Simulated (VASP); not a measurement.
OSZICAR of a VASP run on HfO2 (fluorite):

### OSZICAR
```
       N       E                     dE             d eps       ncg     rms          rms(c)
DAV:   1     0.104613797281E+03    0.10461E+03   -0.13044E+04   600   0.145E+03
DAV:   2    -0.329339418405E+02   -0.13755E+03   -0.13518E+03   761   0.330E+02
DAV:   3    -0.368296293495E+02   -0.38957E+01   -0.38923E+01   782   0.542E+01
DAV:   4    -0.368490786800E+02   -0.19449E-01   -0.19448E-01   761   0.418E+00
DAV:   5    -0.368492364746E+02   -0.15779E-03   -0.15779E-03   803   0.343E-01    0.526E+01
DAV:   6    -0.318020167216E+02    0.50472E+01   -0.26580E+01   670   0.367E+01    0.454E+01
DAV:   7    -0.316810586908E+02    0.12096E+00   -0.70493E-01   726   0.797E+00    0.291E+01
DAV:   8    -0.316458958171E+02    0.35163E-01   -0.17755E-01   733   0.446E+00    0.508E+00
DAV:   9    -0.316371822708E+02    0.87135E-02   -0.33284E-02   712   0.168E+00    0.177E+00
DAV:  10    -0.316369679673E+02    0.21430E-03   -0.37984E-03   804   0.486E-01    0.276E-01
DAV:  11    -0.316369446342E+02    0.23333E-04   -0.23315E-04   649   0.130E-01    0.179E-01
DAV:  12    -0.316369459546E+02   -0.13204E-05   -0.22429E-05   783   0.378E-02    0.197E-02
DAV:  13    -0.316369461971E+02   -0.24249E-06   -0.17573E-06   608   0.109E-02
   1 F= -.31636946E+02 E0= -.31636946E+02  d E =-.316369E+02
```

### Question
Which electronic solver shows in the log?

### Answer
It is blocked Davidson (ALGO = Normal, or the opening steps of other solvers). The INCAR had ALGO = Normal.

### Question
Can the final energy be trusted as converged?

### Answer
The calculation finished and met its thresholds. It stopped with EDIFF = 1E-6, NELM = 100, NSW = 60 and EDIFFG = -0.02 after 1 ionic step (PBEsol GGA, plane waves, VASP's PBE PAW potentials (set 64)).

The compound is HfO2 in the fluorite structure, the high-temperature cubic form, which is unstable at 0 K; the monoclinic form is the stable one. It was relaxed first. The start is the result of an earlier pass.
